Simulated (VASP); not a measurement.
A convergence study with VASP on Y (hcp): one setting is varied, all else stays as given below, so the limit is that of these other settings.

```
CELL_PARAMETERS angstrom
      1.82500    -3.16099     0.00000
      1.82500     3.16099     0.00000
      0.00000     0.00000     5.73000
ATOMIC_POSITIONS crystal
  Y  0.33333 0.66667 0.25000
  Y  0.66667 0.33333 0.75000
```

Calculation: PBE GGA, VASP's PBE PAW potentials (set 64) (plane waves; VASP). The tightest run used: 550 eV cut-off, 21×21×11 Γ-centred mesh, tetrahedra with Blöchl corrections, potentials Y_sv.

The reference is 21×21×11 mesh, which took about 3 core-minutes. The timings are rough (shared machines, no repeats); factors under 2 mean little.

**Question.** Of the settings 3×3×2 mesh; 4×4×2 mesh; 5×5×3 mesh; 6×6×3 mesh; 7×7×4 mesh; 8×8×4 mesh; 9×9×5 mesh; 10×10×5 mesh; 11×11×6 mesh; 12×12×6 mesh; 13×13×7 mesh; 14×14×8 mesh; 15×15×8 mesh; 16×16×9 mesh; 17×17×9 mesh; 18×18×10 mesh; 19×19×10 mesh; 20×20×11 mesh; 21×21×11 mesh, which is the lowest that keeps the difference from the reference in E (eV/atom) within 0.001 from there on, and what does it cost?

**Answer.** 14×14×8 mesh; its cost over the reference is about 1/2.
```
setting        difference in E (eV/atom)  cost over the reference
-------------  -------------------------  -----------------------
3×3×2 mesh                        0.0324               about 1/20
4×4×2 mesh                        0.0011               about 1/20
5×5×3 mesh                        0.0191               about 1/20
6×6×3 mesh                        0.0057               about 1/10
7×7×4 mesh                        0.0030                about 1/8
8×8×4 mesh                        0.0010                about 1/7
9×9×5 mesh                        0.0021                about 1/6
10×10×5 mesh                      0.0031                about 1/6
11×11×6 mesh                      0.0002                about 1/4
12×12×6 mesh                      0.0001                about 1/3
13×13×7 mesh                      0.0014                about 1/3
14×14×8 mesh                      0.0002                about 1/2
15×15×8 mesh                      0.0002                about 1/2
16×16×9 mesh                      0.0004     within a factor of 2
17×17×9 mesh                      0.0004     within a factor of 2
18×18×10 mesh                     0.0002     within a factor of 2
19×19×10 mesh                     0.0002     within a factor of 2
20×20×11 mesh                     0.0000     within a factor of 2
21×21×11 mesh                     0.0000                reference
```

Left out are rungs that failed or repeat a setting and relaxations that didn't move; long series are thinned to 24 rows.

The compound is Y in the hcp structure. The cell was not relaxed at this level.
